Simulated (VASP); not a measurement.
Here is a VASP 6.6.1 calculation.

Contents of INCAR:

```
PREC = Accurate
ENCUT = 600
EDIFF = 1E-6
ISMEAR = 1
SIGMA = 0.1
LREAL = False
LASPH = True
NELM = 80
ALGO = Normal
ISIF = 3
LWAVE = False
LCHARG = False
GGA = PS
IBRION = 2
NSW = 90
EDIFFG = -0.01
```

Contents of KPOINTS:

```
regular mesh
0
Gamma
  14 14 14
```

The input POSCAR:

```
AlNi
1.0
    2.8810000000      0.0000000000      0.0000000000
    0.0000000000      2.8810000000      0.0000000000
    0.0000000000      0.0000000000      2.8810000000
Al Ni
1 1
Direct
    0.0000000000      0.0000000000      0.0000000000
    0.5000000000      0.5000000000      0.5000000000
```

Potentials or basis: VASP PAW PBE potentials, release 64 (Al, Ni).

Run with:

```sh
$ cat potpaw_PBE.64/Al/POTCAR potpaw_PBE.64/Ni/POTCAR > POTCAR
$ mpirun -np 1 vasp_std > vasp.out
```

Task: What does it give for the space group after relaxing (to 0.05 Å)?

Result: Pm-3m (No. 221).

Task: Predict the band gap on the k mesh.

Result: None (metal or under the smearing width).

The path:
| step | energy change (eV) | largest force (eV/Å) | pressure (GPa) | volume (Å³) |
| --- | --- | --- | --- | --- |
| 1 | 0.0000 | 0.0000 | -3.12 | 23.91 |
| 2 | -0.0016 | 0.0000 | 2.72 | 23.12 |
| 3 | -0.0045 | 0.0000 | 0.00 | 23.46 |

Caveat: the PAW data sets were made with another functional, which shifts forces and pressure a little. Spin polarisation is off, so any magnetic state and its effect on volume and gap are missing.
